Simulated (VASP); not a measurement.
Input:

```yaml
crystal:
  lattice:
    - [4.45819, 0.00000, 0.00000]
    - [0.00000, 4.45819, 0.00000]
    - [0.00000, 0.00000, 4.45819]
  atoms:
    - { symbol: Cs, position: [0.00000, 0.00000, 0.00000] }
    - { symbol: I, position: [0.50000, 0.50000, 0.50000] }
```

Computed with optB88-vdW, VASP's PBE PAW potentials (set 64) (plane waves; VASP 6.6.1). Run with 520 eV cut-off, 6×6×6 Γ-centred mesh, Gaussian smearing of 0.050 eV, potentials Cs_sv I.

Unless said otherwise, spin-orbit coupling is left out, though it shifts the bands of the heavy elements here.

**Question.** What does the run give for the energy per atom (σ→0), pressure, band gap (on the k-mesh) with the smallest direct gap where there is one?

**Answer.** 
```yaml
band gap (on the k-mesh): 4.03 eV
smallest direct gap (on the k-mesh): 4.10 eV
energy per atom (σ→0): -0.443 eV/atom
pressure: 10.2 kbar
```

The compound is CsI in the CsCl type structure. This cell is one point of a volume scan, at 0.94 of the reference volume.
